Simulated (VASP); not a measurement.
Runs of VASP 6.6.1 on Cl2BBr. The cell holds a molecule in a box, 4 atoms: a = 11.000 Å, b = 12.000 Å, c = 12.000 Å, α = 90.00°, β = 90.00°, γ = 90.00°. 

| task | level | cell | grid for exact exchange (PRECFOCK) | exchange at q = 0 | gap on the mesh (eV) | largest force (eV/Å) |
| --- | --- | --- | --- | --- | --- | --- |
| atomic charges | PBE+TS | as given | - | - | 4.55 | 0.28 |
| single point | r2SCAN0+D3(BJ) | as given | Fast | truncated | (a) | 0.21 |
| relaxation of the atoms | PBE | atoms relaxed from: atoms moved at random, drawn with an rms of 0.02 Å | - | - | 4.53 | - |
| single point | PBE | as given | - | - | 4.55 | 0.26 |
| electron localisation function | PBE | as given | - | - | 4.55 | 0.26 |

Alike in all rows: potentials or basis VASP PAW PBE potentials, release 64 (Cl, B, Br); no spin polarisation; k mesh 1 × 1 × 1; cutoff (eV) 520; smearing gaussian 0.01 eV.

Q: Fill in the values left out.

A: (a) 7.17.

Caveats: the PAW data sets were made with another functional, which shifts forces and pressure a little (some runs).

A k mesh can miss the band edges, and the runs leave out spin-orbit coupling on Br.
